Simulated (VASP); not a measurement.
Computed with r2SCAN meta-GGA, VASP's PBE PAW potentials (set 64) (plane waves; VASP).

The input files of a VASP run:

**POSCAR**
```
InGa2N3
1
    4.9521166958    -2.8565824196     0.0000000000
    4.9521166958     2.8565824196     0.0000000000
    0.0000000000     0.0000000000     5.3343760594
In Ga N
2 4 6
Direct
  0.3251820243   0.6748179757   0.9897295578
  0.6748179757   0.3251820243   0.4897295578
  0.0071089021   0.3338632707   0.9925851948
  0.9928910979   0.6661367293   0.4925851948
  0.6661367293   0.9928910979   0.9925851948
  0.3338632707   0.0071089021   0.4925851948
  0.0267297293   0.3336884592   0.3589079359
  0.9732702707   0.6663115408   0.8589079359
  0.6663115408   0.9732702707   0.3589079359
  0.3336884592   0.0267297293   0.8589079359
  0.3074977395   0.6925022605   0.3952941808
  0.6925022605   0.3074977395   0.8952941808
```

**KPOINTS**
```
kpoints
0
G
4 4 4
0 0 0
```

INCAR:
```
SYSTEM=InGa2N3
PREC=Accurate; ENCUT=520; LREAL=.FALSE.
LASPH=.TRUE.
EDIFF=1E-6; NELM=100; ALGO=Normal
LMAXMIX=4; LMIXTAU=.TRUE.
ISMEAR=0; SIGMA=0.05
METAGGA=R2SCAN
IBRION=2; NSW=60; ISIF=3
EDIFFG=-0.02
LWAVE=.FALSE.; LCHARG=.FALSE.
```

POTCAR, in this order: In_d Ga_d N (PBE.64 set). Program: vasp_std.

Problem. What will the output report for the number of irreducible k-points (NKPTS), number of bands (NBANDS), largest plane-wave count, number of space-group operations, FFT grid (NGX, NGY, NGZ)?

Solution. 
```yaml
number of irreducible k-points (NKPTS): 21
number of bands (NBANDS): 64
largest_plane_wave_count: 4098
number_of_space_group_operations: 4
FFT grid (NGX, NGY, NGZ): 48 × 48 × 40
```

The structure comes from a computed database's InGa2N3 entry (Cmc2_1); how it stands against other phases isn't given here. This run relaxes it. Symmetry was kept, so distortions that lower it aren't found. The start is the result of an earlier pass.
